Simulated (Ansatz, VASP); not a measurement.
**Nb2H2NO2 (Nb2N(OH)2 MXene monolayer): VASP beside Ansatz**

One calculation is typed for both programs; each brings its own data sets. How far apart do they land? The structure shown is the start of the Ansatz relaxation below; VASP solves that cell, so the two are compared at the walk's first step.

Main program and level: Ansatz 0.2.0; plane waves, with VASP 6.6.1 beside it; single point at PBE.

**1. The starting structure**

The cell holds 7 atoms: 2 H, 2 O, 2 Nb and 1 N. Its edges and angles: a = 3.079 Å, b = 3.079 Å, c = 37.316 Å, α = 90.0°, β = 90.0°, γ = 120.0°. Vacuum lies along c. The height across the vacuum is the one that the program set for its solve, not the one typed.

Structure file:

```cif
data_structure
_symmetry_space_group_name_H-M 'P 1'
_symmetry_Int_Tables_number 1
_cell_length_a 3.0791
_cell_length_b 3.0791
_cell_length_c 37.3164
_cell_angle_alpha 90.000
_cell_angle_beta 90.000
_cell_angle_gamma 120.000
_cell_volume 306.39
loop_
_atom_site_label
_atom_site_type_symbol
_atom_site_fract_x
_atom_site_fract_y
_atom_site_fract_z
_atom_site_occupancy
H1 H 0.33333 0.66667 0.24118 1
H2 H 0.66667 0.33333 0.42229 1
O3 O 0.33333 0.66667 0.26744 1
O4 O 0.66667 0.33333 0.39602 1
Nb5 Nb 0.66667 0.33333 0.29918 1
Nb6 Nb 0.33333 0.66667 0.36429 1
N7 N 0.00000 0.00000 0.33173 1
```

**2. Ansatz: relaxation, PBE**

Ansatz runs on its PAW soft_1 files.

The two programs are compared at the cell with which this relaxation starts, whose forces are those of its first step.

input.yaml reads:

```yaml
crystal:
  lattice:
    - [3.079076, 0.0, 0.0]
    - [-1.539538, 2.6665580362, 0.0]
    - [0.0, 0.0, 24.7581836167]
  atoms:
    - { symbol: H, position: [0.3333333333, 0.6666666667, 0.3635161666] }
    - { symbol: O, position: [0.3333333333, 0.6666666667, 0.403099038] }
    - { symbol: Nb, position: [0.6666666667, 0.3333333333, 0.450928494], spin: 1.0 }
    - { symbol: "N", position: [0.0, 0.0, 0.5] }
    - { symbol: Nb, position: [0.3333333333, 0.6666666667, 0.549071506], spin: 1.0 }
    - { symbol: O, position: [0.6666666667, 0.3333333333, 0.596900962] }
    - { symbol: H, position: [0.6666666667, 0.3333333333, 0.6364838334] }
  periodic: [true, true, false]
magnetization:
  spin_polarized: true
kpoints:
  mp_grid: { grid: [12, 12, 1] }
hamiltonian:
  xc: pbe
  pseudopotentials: { kind: paw, azcp: { folder: soft_1 } }
scf:
  occupations: { method: fermi_dirac, width: 0.05 }
relax:
  f_tol: 0.01
  max_steps: 90
  cell: {}
```

Started as:

```
ansatz run input.yaml --threads 4 --pin off --max-ram 8192MiB --backend cpu --events-out ev --progress --plain --runs-dir out
```

Numbers of over 12 decimals in the logs are rounded to 6 here.

The program printed:

```text
Warning: crystal.periodic: the lattice vector that does not repeat stood 0.000° off the slab's normal, 24.758 Å along it as the deck builds it. The run solves the slab on a vector along the normal, 37.316 Å long, with every atom where it was (on the deck's vector they left 18.00 Å outside them, and the widest stretch free of ions among them is 1.21 Å). A fractional position that the run reports is one of the run's ce [...]
crystal.periodic: the lattice vector that does not repeat stood 0.000° off the slab's normal, 24.758 Å along it as the deck builds it. The run solves the slab on a vector along the normal, 37.316 Å long, with every atom where it was (on the deck's vector they left 18.00 Å outside them, and the widest stretch free of ions among them is 1.21 Å). A fractional position that the run reports is one of the run's cell, which [...]
Engine: ansatz 0.2.0, aarch64-unknown-linux-gnu
Pseudopotentials: kind: paw
Pseudopotential: H, paw, valence charge 1, recommended cutoff 420 eV (normal), soft_1/H.paw.azcp
Pseudopotential: O, paw, valence charge 6, recommended cutoff 420 eV (normal), soft_1/O.paw.azcp
Pseudopotential: Nb, paw, valence charge 13, recommended cutoff 420 eV (normal), soft_1/Nb.paw.azcp
Pseudopotential: N, paw, valence charge 5, recommended cutoff 420 eV (normal), soft_1/N.paw.azcp
Functional definition: PBE
  parameter kappa = 0.804
  parameter beta = 0.066725
  exchange = pbe_x(kappa = kappa, mu = beta*pi^2/3)
  correlation = pbe_c(beta = beta)
Crystal: 7 atoms, lattice volume = 306.387 Å³
Basis set: ecut = 420 eV, 5957 PW (Γ), exchange–correlation on 48×48×500 points (8 copies of the dense FFT grid, shifted against one another)
Bands: 31, of which v1, the nominal top of the filled ones, is band 23 counted from 1 (22 counted from 0)
Symmetry: 12 space group operations
Space group: P-3m1 (ITA 164), of the structure as read, at distance tolerance 6.7e-5 Å
Magnetic group: BNS 164.85 (UNI 1315), of the structure as read, at distance tolerance 6.7e-5 Å
k-points: 19 of 144
Non-local potential: H, projectors of the file, l = 0: 2, l = 1: 1
Non-local potential: O, projectors of the file, l = 0: 2, l = 1: 2, l = 2: 1
Non-local potential: Nb, projectors of the file, l = 0: 3, l = 1: 2, l = 2: 2, l = 3: 1
Non-local potential: N, projectors of the file, l = 0: 2, l = 1: 2, l = 2: 1
[...]
SCF iter   2: F=—  HF=-10658.094626 eV  |F-HF|=—  |Δ(HF+E_count)|=   5.62e-7  Δρ=1.06e-5 (↑1.05e-5 ↓1.06e-5)  dr2=9.04e-6  dr2_m=3.46e-9  M=-0.000 μB ∫|m|=0.000 μB  β_m=0.37  ethr=1.31e-8  ⟨swp⟩=2.8  Hψ=1837  notcnv=0
SCF iter   3: F=—  HF=-10658.094625 eV  |F-HF|=—  |Δ(HF+E_count)|=   4.82e-7  Δρ=8.64e-6 (↑8.60e-6 ↓8.64e-6)  dr2=9.11e-7  dr2_m=4.04e-9  M=-0.000 μB ∫|m|=0.000 μB  β_m=0.36  ethr=1.31e-8  ⟨swp⟩=2.4  Hψ=1635  notcnv=0
SCF iter   4: F=—  HF=-10658.094625 eV  |F-HF|=—  |Δ(HF+E_count)|=   4.85e-8  Δρ=3.77e-6 (↑3.70e-6 ↓3.77e-6)  dr2=7.83e-8  dr2_m=1.22e-9  M=-0.000 μB ∫|m|=0.000 μB  β_m=0.41  ethr=2.02e-9  ⟨swp⟩=2.5  Hψ=1786  notcnv=0
SCF iter   5: F=—  HF=-10658.094625 eV  |F-HF|=—  |Δ(HF+E_count)|=   3.00e-8  Δρ=1.29e-6 (↑1.21e-6 ↓1.29e-6)  dr2=1.04e-8  dr2_m=2.38e-10  M=-0.000 μB ∫|m|=0.000 μB  β_m=0.45  ethr=1.74e-10  ⟨swp⟩=3.3  Hψ=2185  notcnv=0
SCF iter   6: F=-10658.094625 eV  HF=-10658.094625 eV  |F-HF|=2.04e-10  |Δ(HF+E_count)|=   7.55e-9  Δρ=4.52e-7 (↑3.93e-7 ↓4.52e-7)  dr2=2.74e-9  dr2_m=3.62e-11  M=-0.000 μB ∫|m|=0.000 μB  ethr=1.65e-11  ⟨swp⟩=3.7  Hψ=5097  notcnv=0
the starting moments were not kept: the SCF closed with an absolute magnetisation of 1.1e-5 μB, where they sum to 2 μB in size (2 sites). That is at most 0.1 of that sum. Measured as dr2_m measures the in/out step, that magnetisation stands 5.9e-12 eV from none, at or under the dr2_threshold of 7.4e-9 eV: it is no larger than a step whose dr2_m would equal this threshold.
SCF 11 converged in 6 iterations: F = -10658.094625 eV  dr2 = 2.74e-9
relax step  11: F+E_penalty+E_count = -10658.09462527 eV  Δ(F+E_penalty+E_count) = +1.798e-5 eV  max|allowed force component| = 5.624e-4 eV/Å  Δτ_max = 0.0005 Å  P = -0.000 N/m  Ω = 345.792 Å³  energy of the carried Pulay correction = -1.102e-3 eV  fix = [c, alpha, beta]  reactions: c -0.000 N/m  (6 SCF iters, dr2 threshold 7.41e-9 eV, accepted)
iter 1 solved again at ethr=1.16e-7 eV; its pass at ethr=3.10e-3 eV (dr2=5.20e-5 eV) is discarded
SCF iter   1: F=—  HF=-10658.094511 eV  |F-HF|=—  |Δ(HF+E_count)|=         —  Δρ=2.29e-5 (↑2.29e-5 ↓2.29e-5)  dr2=4.78e-6  dr2_m=4.13e-11  M=-0.000 μB ∫|m|=0.000 μB  β_m=0.65  ethr=1.16e-7  ⟨swp⟩=7.1  Hψ=14432  notcnv=0
preconditioner: auto → Resta (q_TF=auto, 1.942 Å⁻¹)  ε∞=1.9  [insulator: Δε(μ)=0.113 eV  Ē_g=11.083 eV  σ=0.050 eV  W_gap=0.51  n_scr=22 (ndim 8)  ℏωp=10.8 eV  f_vac=0.769  D(μ)=2.36/eV (n_scr^D=12)  ε∞_Penn≈1.9  vacuum switching on, ρ_ref=8.9e-3 e/Å³]
spin=Collinear: Resta preconditioning applied to the charge; magnetization (m = ρ↑ − ρ↓) channel mixes plain (no charge-response kernel on spin).
SCF iter   2: F=—  HF=-10658.095355 eV  |F-HF|=—  |Δ(HF+E_count)|=   8.44e-4  Δρ=1.00e-5 (↑1.00e-5 ↓1.00e-5)  dr2=2.42e-6  dr2_m=9.03e-12  M=-0.000 μB ∫|m|=0.000 μB  β_m=0.38  ethr=1.06e-8  ⟨swp⟩=4.1  Hψ=2324  notcnv=0
SCF iter   3: F=—  HF=-10658.095343 eV  |F-HF|=—  |Δ(HF+E_count)|=   1.19e-5  Δρ=8.08e-6 (↑8.08e-6 ↓8.08e-6)  dr2=4.46e-7  dr2_m=8.42e-12  M=-0.000 μB ∫|m|=0.000 μB  β_m=0.34  ethr=5.38e-9  ⟨swp⟩=2.7  Hψ=1769  notcnv=0
SCF iter   4: F=—  HF=-10658.095438 eV  |F-HF|=—  |Δ(HF+E_count)|=   9.51e-5  Δρ=6.83e-6 (↑6.83e-6 ↓6.82e-6)  dr2=2.26e-7  dr2_m=6.36e-12  M=-0.000 μB ∫|m|=0.000 μB  β_m=0.67  ethr=9.90e-10  ⟨swp⟩=3.0  Hψ=1587  notcnv=0
SCF iter   5: F=—  HF=-10658.095708 eV  |F-HF|=—  |Δ(HF+E_count)|=   2.69e-4  Δρ=2.95e-6 (↑2.95e-6 ↓2.94e-6)  dr2=2.89e-7  dr2_m=1.24e-12  M=-0.000 μB ∫|m|=0.000 μB  β_m=0.77  ethr=5.02e-10  ⟨swp⟩=4.0  Hψ=2191  notcnv=0
SCF iter   6: F=—  HF=-10658.095760 eV  |F-HF|=—  |Δ(HF+E_count)|=   5.22e-5  Δρ=1.37e-6 (↑1.37e-6 ↓1.36e-6)  dr2=5.63e-8  dr2_m=2.79e-13  M=-0.000 μB ∫|m|=0.000 μB  β_m=0.75  ethr=5.02e-10  ⟨swp⟩=2.9  Hψ=1678  notcnv=0
SCF iter   7: F=—  HF=-10658.095767 eV  |F-HF|=—  |Δ(HF+E_count)|=   6.99e-6  Δρ=6.56e-7 (↑6.47e-7 ↓6.56e-7)  dr2=7.08e-9  dr2_m=1.69e-13  M=-0.000 μB ∫|m|=0.000 μB  β_m=0.65  ethr=1.25e-10  ⟨swp⟩=2.8  Hψ=1926  notcnv=0
SCF iter   8: F=—  HF=-10658.095769 eV  |F-HF|=—  |Δ(HF+E_count)|=   2.19e-6  Δρ=1.37e-7 (↑1.36e-7 ↓1.37e-7)  dr2=4.04e-10  dr2_m=3.18e-14  M=-0.000 μB ∫|m|=0.000 μB  β_m=0.82  ethr=1.57e-11  ⟨swp⟩=3.4  Hψ=2154  notcnv=0
SCF iter   9: F=—  HF=-10658.095783 eV  |F-HF|=—  |Δ(HF+E_count)|=   1.45e-5  Δρ=1.03e-7 (↑1.02e-7 ↓1.03e-7)  dr2=2.38e-9  dr2_m=8.64e-15  M=-0.000 μB ∫|m|=0.000 μB  β_m=0.82  ethr=1.00e-12  ⟨swp⟩=4.9  Hψ=2667  notcnv=0
SCF iter  10: F=—  HF=-10658.095783 eV  |F-HF|=—  |Δ(HF+E_count)|=   4.75e-8  Δρ=7.04e-8 (↑6.99e-8 ↓7.04e-8)  dr2=3.20e-10  dr2_m=1.78e-15  M=-0.000 μB ∫|m|=0.000 μB  β_m=0.75  ethr=1.00e-12  ⟨swp⟩=3.1  Hψ=1819  notcnv=0
SCF iter  11: F=—  HF=-10658.095783 eV  |F-HF|=—  |Δ(HF+E_count)|=   7.22e-8  Δρ=1.45e-8 (↑1.45e-8 ↓1.41e-8)  dr2=2.69e-11  dr2_m=2.77e-15  M=-0.000 μB ∫|m|=0.000 μB  β_m=0.87  ethr=1.00e-12  ⟨swp⟩=2.5  Hψ=1470  notcnv=0
SCF iter  12: F=-10658.095783 eV  HF=-10658.095783 eV  |F-HF|=1.05e-9  |Δ(HF+E_count)|=   1.81e-9  Δρ=7.01e-9 (↑7.01e-9 ↓6.44e-9)  dr2=1.37e-12  dr2_m=5.96e-16  M=-0.000 μB ∫|m|=0.000 μB  ethr=1.00e-12  ⟨swp⟩=7.3  Hψ=6624  notcnv=0
the starting moments were not kept: the SCF closed with an absolute magnetisation of 1.4e-7 μB, where they sum to 2 μB in size (2 sites). That is at most 0.1 of that sum. Measured as dr2_m measures the in/out step, that magnetisation stands 6.9e-16 eV from none, at or under the dr2_threshold of 2.5e-11 eV: it is no larger than a step whose dr2_m would equal this threshold.
SCF 12 converged in 12 iterations: F = -10658.095783 eV  dr2 = 1.37e-12
relax step  12: F+E_penalty+E_count = -10658.09578339 eV  Δ(F+E_penalty+E_count) = -1.158e-3 eV  max|allowed force component| = 3.072e-4 eV/Å  Δτ_max = 0.0000 Å  P = +0.007 N/m  Ω = 345.792 Å³  fix = [c, alpha, beta]  reactions: c +0.000 N/m  stress off target by 7.17e-3 N/m on what of the cell is left free  SCF on the basis re-selected at this cell (its energy is not comparable with the rows above)  (12 SCF iters)
basis re-selected at this cell: Δ(F+E_penalty+E_count) = -1.158e-3 eV, ΔP = +0.007 N/m vs the last step (what re-selecting the basis moved, of the pressure what is left beyond the Pulay correction that the steps carried, after the strain that the cell walked since its last selection, with what the two solves' SCF thresholds leave and, on support functions, any second-order correction that the steps lacked; it is no m [...]
SCF converged after 12 iterations
Magnetization: -0.0000 μB (22.5000 up, 22.5000 down)
Absolute magnetization: 0.0000 μB (∫|ρ↑−ρ↓|, with the PAW one-centre terms)
Spin contamination: 0.0000 ħ² per cell (⟨S²⟩ above its minimum at these occupations)
Per-site moments (μB) at R_I (Å): [(-1.4148630832563004e-9, 0.402562), (-8.866480021460553e-11, 0.402562), (-3.1596946607884305e-9, 0.888587), (-4.277675358179203e-9, 0.888587), (-3.1596948511854377e-9, 0.888587), (-8.866472116028734e-11, 0.402562), (-1.4148630652115497e-9, 0.402562)]
Free energy (F): -10658.095783 eV
Harris-Foulkes:  -10658.095783 eV  (|F-HF|=1.05e-9)
Internal energy: -10658.075683 eV  (E = F + TS)
E sigma→0 (E₀):  -10658.085733 eV
Entropy (-TS):   -0.020100 eV (-2.871 meV/atom)
Fermi energy:    -2.364467 eV
--- Per-component energies (eV) ---
  E_band       = -979.842550
  E_kinetic    = 1241.924956
  E_local      = -149006.994699  (includes V_loc(G=0)·N_el)
  E_nonlocal   = 331.386343
  E_hartree    = 73739.588478
  E_xc         = -551.202346
  E_vxc        = -681.561516  (∫ρ·V_xc dr)
  E_paw        = -6619.470528  (= ΣΔE_a)
  E_vpaw       = -343.774786  (= ΣTr[D̂ρ^β])
  E_aug_tail   = 0.000534  (compensation charges beyond the density's cutoff)
  E_ewald      = 70206.691577
  E_smearing   = -0.020100  (= −TS)
  E_closure    = 0.000000  (closes the sum)
  Σ components = -10658.095783   (vs F -10658.095783, Δ=0.00e0)
--- Forces (eV/Å), atoms counted from 1 ---
  atom   1  H     -0.00000000    -0.00000000    -0.00030721
  atom   2  O      0.00000000    -0.00000000     0.00029552
  atom   3  Nb    -0.00000000     0.00000000     0.00024687
  atom   4  N      0.00000000     0.00000000     0.00000000
  atom   5  Nb    -0.00000000    -0.00000000    -0.00024687
  atom   6  O      0.00000000     0.00000000    -0.00029552
  atom   7  H     -0.00000000     0.00000000     0.00030721
  max |Σ_I F_I| component: 9.25e-18 eV/Å
--- 2D stress c σ (N/m, compression-positive) ---
        0.007171       0.000000      -0.000000
       -0.000000       0.007171       0.000000
       -0.000000       0.000000       0.000000
  P = ½ c Tr σ = 0.0072 N/m
--- Relaxed structure (10 steps of the walk, 10 accepted, 2 SCFs on fresh bases) ---
  F+E_penalty+E_count = -10658.09578339 eV   max|allowed force component| = 3.072e-4 eV/Å   (the final SCF, on the basis selected at the relaxed cell)
  cell:  # Å, volume = 345.7922 Å³
    - [3.271091, 0, 0]
    - [-1.635545, 2.832848, 0]
    - [0, 0, 37.316367]
  atoms:
    - { symbol: H, position: [0.333333, 0.666667, 0.242831] }
    - { symbol: O, position: [0.333333, 0.666667, 0.268983] }
    - { symbol: Nb, position: [0.666667, 0.333333, 0.303966] }
    - { symbol: N, position: [0, 0, 0.331734] }
    - { symbol: Nb, position: [0.333333, 0.666667, 0.359501] }
    - { symbol: O, position: [0.666667, 0.333333, 0.394484] }
    - { symbol: H, position: [0.666667, 0.333333, 0.420636] }
```

(Part 1 of 2 ends here.)

[Lines on the potential files, build, host, timing and source positions are cut from VASP's logs without a mark.]

[Logs are printed without paths, hosts, clocks, repeated set-up lines and the standing remarks that a program may print on its own settings, such as how far it seeks lower states.]

[Hosts, paths, dates, database ids (printed as entryN), source tags and the programs' standing remarks are cut or masked in the printed files.]
